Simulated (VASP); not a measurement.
Consider the following.

```yaml
crystal:
  lattice:
    - [4.38002, 0.00000, 0.00000]
    - [0.00000, 4.38002, 0.00000]
    - [0.00000, 0.00000, 4.38002]
  atoms:
    - { symbol: Fe, position: [0.86030, 0.63970, 0.36030] }
    - { symbol: Fe, position: [0.36030, 0.86030, 0.63970] }
    - { symbol: Fe, position: [0.13970, 0.13970, 0.13970] }
    - { symbol: Fe, position: [0.63970, 0.36030, 0.86030] }
    - { symbol: Ge, position: [0.15931, 0.34069, 0.65931] }
    - { symbol: Ge, position: [0.65931, 0.15931, 0.34069] }
    - { symbol: Ge, position: [0.84069, 0.84069, 0.84069] }
    - { symbol: Ge, position: [0.34069, 0.65931, 0.15931] }
```

Calculation: LDA (Ceperley-Alder, Perdew-Zunger), VASP's LDA PAW potentials (set 64) (plane waves; VASP). Run with 500 eV cut-off, 5×5×5 Γ-centred mesh, Gaussian smearing of 0.050 eV, potentials Fe Ge_d.

Problem. Estimate the energy per atom (σ→0), pressure.

Solution. 
| Property | Result |
|---|---|
| energy per atom (σ→0) | -7.379 eV/atom |
| pressure | 30.04 GPa |

The absolute energy has meaning only against runs of the same code, potentials and settings.

The compound is FeGe in the B20 structure. It was relaxed first under an external pressure of 30 GPa. The run is not spin-polarised, so no magnetic state was tried.
